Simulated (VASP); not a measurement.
Here is the system:

```
CoTi
1.0
    3.02788     0.00000     0.00000
    0.00000     3.02788     0.00000
    0.00000     0.00000     3.02788
Ti Co
1 1
Direct
  0.00000   0.00000   0.00000
  0.50000   0.50000   0.50000
```

Computed with PBE GGA, VASP's PBE PAW potentials (set 64) (plane waves; VASP). Numerical set-up: 520 eV cut-off, 12×12×12 Γ-centred mesh, first-order Methfessel-Paxton smearing of 0.10 eV, potentials Ti_sv Co.

The job: TiCo (CsCl type), 2 atoms, PBE, static run, 520 eV, 12×12×12 Γ-centred mesh. Roughly how much core time does it take on a busy server core?

About 10 core-seconds (one run on a shared machine, a rough figure). It had 84 irreducible k-points, 14 bands, up to 768 plane waves and 16 electronic steps.

The compound is TiCo in the CsCl type structure. This cell is one point of a volume scan, at 1.06 of the reference volume.
